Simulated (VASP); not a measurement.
```yaml
crystal:
  lattice:
    - [1.80540, -3.12704, 0.00000]
    - [1.80540, 3.12704, 0.00000]
    - [0.00000, 0.00000, 5.66100]
  atoms:
    - { symbol: Tm, position: [0.33333, 0.66667, 0.25000] }
    - { symbol: Tm, position: [0.66667, 0.33333, 0.75000] }
```

These are PBE GGA, VASP's PBE PAW potentials (set 64) (plane waves; VASP) values and carry that method's errors. Settings: 400 eV cut-off, 7×7×4 Monkhorst-Pack mesh, first-order Methfessel-Paxton smearing of 0.10 eV, potentials Tm_3.

The 4f electrons are frozen in the core of the lanthanide potential, so 4f levels, which can set the real gap, and their magnetism are missing. Gaps are read on the run's mesh, which can miss a band edge.

Estimate the energy per atom (σ→0), pressure, band gap (on the k-mesh) with the smallest direct gap where there is one.

```json
{
  "band gap (on the k-mesh)": "none (metal, semimetal or under 0.01 eV)",
  "energy per atom (σ→0)": "-4.458 eV/atom",
  "pressure": "-2.12 GPa"
}
```

Only differences to runs with the same potentials and settings are physical.

The compound is Tm in the hcp structure. The cell was not relaxed at this level. The run is one of a series of settings (KPOINTS 7×7×4 Monkhorst-Pack mesh against the base run), some of them coarse on purpose.
